Count the repulsions that an electron feels in a small molecule with $N$ electrons, and suppose that every pair repels with the same energy $U$. An electron that already belongs to the molecule feels $N-1$ others, while a newcomer feels $N$. The lowest empty level should therefore stand higher above the highest filled one by $U$, on top of whatever distance the shapes of the orbitals give. LDA and PBE lose this extra distance. They compute the repulsion from the total density, which includes the electron itself, and take the self-repulsion back through a smooth function of the density, which lowers filled and empty levels alike by about $U/2$.

Exact exchange takes the self-repulsion back where it arises: the filled level drops by the full $U$, the empty one by nothing. If a hybrid functional replaces a fraction $a$ of the semilocal exchange by exact exchange, the filled level sinks by $aU/2$, the empty level rises by $aU/2$, and the gap opens by $aU$. Two electrons 2 Å apart repel each other by about 7 eV, so a fraction of one quarter should be worth something like 2 eV. This is an order of magnitude, but it already says that the choice of $a$ will matter more than most other settings.

VASP plane-wave DFT (PAW) with the functionals listed, for an isolated SiH2S2 molecule in a periodic 13 × 12 × 11 Å box, at one fixed geometry, without spin polarization, at the Γ point only and with Gaussian smearing of 0.01 eV. "Basis" is the plane-wave cutoff, and "gap" is the HOMO–LUMO distance in orbital energies.

```tsv
method	rung	potentials	basis	gap (eV)
LDA	LDA	VASP PAW LDA potentials, recommended	520 eV	3.090
PBE	GGA	VASP PAW PBE potentials, recommended	520 eV	3.142
PBE-TS	GGA	VASP PAW PBE potentials, recommended	520 eV	3.142
B3LYP-D4	hybrid	VASP PAW PBE potentials, recommended	520 eV	4.575
HSE06-D4	hybrid	VASP PAW PBE potentials, recommended	520 eV	4.166
PBE0-D3(BJ)	hybrid	VASP PAW PBE potentials, soft	400 eV	4.933
r2SCAN0-D3(BJ)	hybrid	VASP PAW PBE potentials, soft	400 eV	5.074
```

The five atoms form one molecule, a silicon atom carrying two SH groups, alone in a box 11 to 13 Å wide. The gap is thus the distance between the highest occupied orbital (HOMO) and the lowest unoccupied one (LUMO), not the band gap of a solid. Each row uses the same fixed geometry and keeps the electrons paired, so the differences come from the functional and the numerical settings, not from the structure. The settings are not quite uniform: PBE0 and r2SCAN0 were run with a softer hydrogen potential and a cutoff of 400 eV instead of 520 eV, and the effect of this on the gap was not measured separately.

**LDA, PBE and PBE-TS.** The step from LDA to PBE is only 0.05 eV. PBE adds the slope of the density to the recipe, but it still works with a smooth function of the density and so keeps the same fault. PBE-TS repeats the PBE gap because its dispersion term is added to the energy and the forces and leaves the orbitals as they were. These rows are cheap and agree with one another, yet their agreement is no sign of accuracy: they share one error.

**B3LYP-D4.** Here the gap jumps to 4.575 eV, which is 1.43 eV above PBE. B3LYP contains 20 % exact exchange and PBE0 contains 25 %, so the counting argument puts B3LYP four fifths of the way from PBE to PBE0. That gives $3.142 + 0.8\times1.791 = 4.575$ eV, the computed value, although the B3LYP row took no part in drawing the line. The perfect hit is a coincidence, since B3LYP also has a different semilocal part, and the PBE0 run that fixes the line used other numerical settings. The distances of the next two filled levels from the HOMO, interpolated in the same way, miss the B3LYP values by 0.06 to 0.08 eV, so the spacings among the filled levels follow the line less exactly than the gap does. For the gap itself, the 0.14 eV by which r2SCAN0 departs from the rule is a fairer measure of how far it can be trusted.

**HSE06-D4.** This row breaks the simple rule that more exact exchange means a larger gap. HSE06 has a nominal fraction of 25 %, more than B3LYP, and still its gap is 0.41 eV smaller. The reason is that HSE06 applies exact exchange only to the short-range part of the repulsion. The long-range part, $\operatorname{erf}(\omega r)/r$ with $r$ the distance between two electrons and $\omega = 0.2$ Å$^{-1}$, is left to the semilocal functional.

The name "long-range" misleads in a small molecule. This part of the repulsion does not vanish when two electrons come close; it levels off at a constant and stays near it as long as $r$ is well below $1/\omega = 5$ Å. Within a molecule of this size it is therefore almost the same for every pair of electrons, which is just the case assumed in the opening count. The repulsion $U$ can then be replaced by the constant

$$C = \frac{2\omega}{\sqrt{\pi}}\times 14.4\ \text{eV Å} = \frac{2\times0.2\times14.4}{1.77}\ \text{eV} \approx 3.25\ \text{eV}.$$

A quarter of it, 0.81 eV, is what HSE06 should lack against PBE0. The computed difference is 0.77 eV, so the estimate is about 6 % too high relative to the computed value. Some excess is expected, because the repulsion falls off slowly with distance and the constant is its upper end. The estimate uses only the definition of HSE06 and no gap from the table.

The orbital levels allow a closer look at the mechanism. From HSE06 to PBE0 the HOMO sinks by 0.40 eV and the LUMO rises by 0.37 eV, where the count gives 0.41 eV for each. The two runs use different hydrogen potentials and their energy zeros were not aligned to the vacuum, so this even split is supporting evidence rather than a strict test. A firmer sign comes from the distances among the four highest filled levels, which do not depend on the zero and agree between the two functionals to about 0.01 eV. A constant repulsion must act in this way: it moves the filled levels together and leaves their pattern alone.

**PBE0-D3(BJ) and r2SCAN0-D3(BJ).** With a quarter of exact exchange at every distance, PBE0 reaches 4.93 eV, which is 1.79 eV above PBE. About 43 % of this opening is the part that HSE06 leaves out. In r2SCAN0 the fraction and the range are the same as in PBE0, and the gap is larger by another 0.14 eV. The different semilocal part is a plausible cause, but the two runs also treat exchange between the periodic copies of the molecule differently, and the two effects were not separated. The same uncertainty in the PBE0 gap is a reason not to read much into the last few hundredths of an eV in the comparison with HSE06.

For the choice of a level, the size of these steps has to be set against the purpose. If an error of 0.1 eV matters, the choice between LDA and PBE is harmless here, while the choice among hybrids is not: the four hybrid gaps spread over 0.9 eV, almost as much as the smallest step from PBE to a hybrid, 1.0 eV. The word "hybrid" in a report therefore does not fix the gap of this molecule to better than about 1 eV. The fraction of exact exchange and its range have to be stated with it, and gaps from HSE06 and PBE0 should not be mixed in one list.

Which row comes nearest to the truth depends on what the gap is meant to be. If it stands for the cost of taking an electron from one molecule and giving it to another far away, the count says that the whole of $U$ belongs in it. PBE then has almost none of this term and the hybrids only a part. Orbital gaps of this kind are known to fall well short of that cost in small molecules, typically by some electronvolts. Among functionals with the same quarter of exact exchange, the full range is the better founded choice for an isolated molecule, because there is no surrounding matter to screen the long-range repulsion, which is the usual justification for cutting it off in a solid. For a charging energy good to a few tenths of an eV, none of these orbital gaps is the right tool; total energies of the neutral and charged molecule, or a quasiparticle method, are the usual way. The energy of light absorption is a different quantity again, since the excited electron stays close to the hole it left and is attracted by it.

The cost follows from another count. Semilocal exchange is evaluated point by point from the density, whereas exact exchange needs a separate electrostatic problem for each pair of orbitals. The 18 electrons fill nine orbitals, which makes 45 distinct pairs; each empty level that is wanted, such as the LUMO, adds nine more. The number of pairs grows with the square of the size of the molecule. In a plane-wave program each of these problems extends over the whole box, empty space included. The fraction $a$ only multiplies the result, so 20 % costs as much as 25 %. The saving for which HSE06 is valued in solids, a coarser mesh of k points, is of no use for a single molecule at a single k point, so here its smaller gap is not the price of a cheaper calculation.

The output below compares the whole table with this model, in which the PBE and PBE0 rows fix the effect of the fraction and the constant $C$ accounts for the missing range in HSE06; the largest miss is the 0.14 eV of r2SCAN0.

Printed output of the fit:

```
Gap and model (PBE and PBE0 are its anchors), eV:
             row    gap  model      miss    HOMO    LUMO
             LDA   3.09  3.142     0.052  -5.847  -2.758
             PBE  3.142  3.142         0  -5.748  -2.606
          PBE-TS  3.142  3.142         0  -5.748  -2.606
        B3LYP-D4  4.575  4.575   -0.0002  -6.585  -2.011
        HSE06-D4  4.166  4.121  -0.04541  -6.395  -2.229
     PBE0-D3(BJ)  4.933  4.933         0  -6.795  -1.862
  r2SCAN0-D3(BJ)  5.074  4.933    -0.141  -6.894  -1.819
PBE minus LDA gap, eV: 0.052
HSE06 minus PBE gap, eV: 1.024
B3LYP minus PBE gap, eV: 1.433
PBE0 minus PBE gap, eV: 1.791
r2SCAN0 minus PBE gap, eV: 1.932
r2SCAN0 minus PBE0 gap, eV: 0.141
spread of the four hybrid gaps, eV: 0.908
B3LYP minus HSE06 gap, eV: 0.409
gap rise per 10 percent of full-range exact exchange, eV: 0.7164
PBE0 minus HSE06 gap, computed, eV: 0.767
PBE0 minus HSE06 gap, estimate from constant kernel, eV: 0.8124
share of the PBE to PBE0 opening that HSE06 lacks, percent: 42.83
HOMO shift from HSE06 to PBE0, eV: -0.4004
LUMO shift from HSE06 to PBE0, eV: 0.3669
estimated size of each of these two shifts, eV: 0.4062
Occupied levels below the HOMO, eV:
             row  HOMO-1  HOMO-2  HOMO-3
             LDA  -0.507  -1.549  -1.859
             PBE  -0.492  -1.513  -1.857
          PBE-TS  -0.492  -1.513  -1.857
        B3LYP-D4  -0.514  -1.589  -1.961
        HSE06-D4  -0.597  -1.692  -2.043
     PBE0-D3(BJ)    -0.6  -1.702  -2.044
  r2SCAN0-D3(BJ)   -0.66   -1.79  -2.121
B3LYP HOMO-1 spacing, PBE-PBE0 interpolation minus computed, eV: -0.0644
B3LYP HOMO-2 spacing, PBE-PBE0 interpolation minus computed, eV: -0.0752
```
